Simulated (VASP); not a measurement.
A run of VASP 6.6.1 is set up as follows.

The input INCAR:

```
SYSTEM = PtI2Cl6
PREC = Accurate
ENCUT = 520
EDIFF = 1E-7
ISMEAR = -1
SIGMA = 0.1
LREAL = .False.
LASPH = .True.
NELM = 60
ALGO = Fast
ISIF = 2
LWAVE = .False.
LCHARG = .False.
GGA = PE
NBANDS = 43
```

KPOINTS

```
Automatic mesh
0
Gamma
  3 3 3
  0 0 0
```

Contents of POSCAR:

```
PtI2Cl6
1.0
    0.0000000000      5.0877250000      5.0877250000
    5.0877250000      0.0000000000      5.0877250000
    5.0877250000      5.0877250000      0.0000000000
Pt I Cl
1 2 6
Direct
    0.0000000000      0.0000000000      0.0000000000
    0.2500000000      0.2500000000      0.2500000000
    0.7500000000      0.7500000000      0.7500000000
    0.7700000000      0.2300000000      0.2300000000
    0.2300000000      0.7700000000      0.2300000000
    0.2300000000      0.7700000000      0.7700000000
    0.7700000000      0.2300000000      0.7700000000
    0.2300000000      0.2300000000      0.7700000000
    0.7700000000      0.7700000000      0.2300000000
```

Potentials or basis: VASP PAW PBE potentials, release 64 (Pt, I, Cl).

Command:

```bash
$ cat potpaw_PBE.64/Pt/POTCAR potpaw_PBE.64/I/POTCAR potpaw_PBE.64/Cl/POTCAR > POTCAR
$ mpirun -np 1 vasp_std > vasp.out
```

Question: Predict the band gap on the k mesh.

Answer: None (metal or under the smearing width).

Question: What does it give for the largest force?

Answer: 0.196 eV/Å.

Forces in eV/Å, atoms in the order of the input:
```
Pt   0.000  0.000  0.000
I    0.000  0.000  0.000
I    0.000  0.000  0.000
Cl  -0.196  0.000  0.000
Cl   0.000 -0.196  0.000
Cl   0.196  0.000  0.000
Cl   0.000  0.196  0.000
Cl   0.000  0.000 -0.196
Cl   0.000  0.000  0.196
```

Spin-orbit coupling is left out, which matters for the levels of I, Pt.
